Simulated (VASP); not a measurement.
Input:

```xyz
2
Lattice="0.0000 2.5889 2.5889 2.5889 0.0000 2.5889 2.5889 2.5889 0.0000" Properties=species:S:1:pos:R:3 pbc="T T T"
Mg     0.0000     0.0000     0.0000
S      2.5889     2.5889     2.5889
```

Level of theory: PBEsol GGA, VASP's PBE PAW potentials (set 64) (plane waves; VASP 6.6.1). Numerical set-up: 400 eV cut-off, Gaussian smearing of 0.050 eV, potentials Mg S.

Q: Give the energies of bands 2 to 7 at the high-symmetry points, in eV from the valence-band maximum.

A: 
| band | Γ | X | U | L | W |
|---|---|---|---|---|---|
| 2 | 0.00 | -4.34 | -3.83 | -4.97 | -3.35 |
| 3 | 0.00 | -1.74 | -3.29 | -0.62 | -3.35 |
| 4 | 0.00 | -1.74 | -1.41 | -0.62 | -2.44 |
| 5 | 3.71 | 2.73 | 3.84 | 4.42 | 5.27 |
| 6 | 7.84 | 4.20 | 6.62 | 6.84 | 7.87 |
| 7 | 7.84 | 12.02 | 9.71 | 6.84 | 7.87 |

The gap is indirect, 2.73 eV, from the valence maximum at Γ to the conduction minimum at X.

The structure was generated: MgS was put into the rock salt type (Fm-3m), which need not be its known phase. It was relaxed first, which changed the volume by -7 %.
